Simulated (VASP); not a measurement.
Here is the system:

```
CELL_PARAMETERS angstrom
      3.99000     0.00000     0.00000
      0.00000     3.99000     0.00000
      0.00000     0.00000     3.99000
ATOMIC_POSITIONS crystal
  Tl 0.00000 0.00000 0.00000
  Br 0.50000 0.50000 0.50000
```

All values below come from optB88-vdW, VASP's PBE PAW potentials (set 64) (plane waves; VASP). Run with 520 eV cut-off, 8×8×8 Γ-centred mesh, tetrahedra with Blöchl corrections, potentials Tl_d Br.

Unless said otherwise, spin-orbit coupling is left out, though it shifts the bands of the heavy elements here.

What does the run give for the energy per atom (σ→0), band gap (on the k-mesh) with the smallest direct gap where there is one?

The band gap (on the k-mesh) is 1.91 eV and the smallest direct gap (on the k-mesh) comes out as 1.91 eV. The energy per atom (σ→0) is -41.1 kJ/mol of atoms.

The absolute energy has meaning only against runs of the same code, potentials and settings.

The compound is TlBr in the CsCl type structure. The cell was not relaxed at this level.
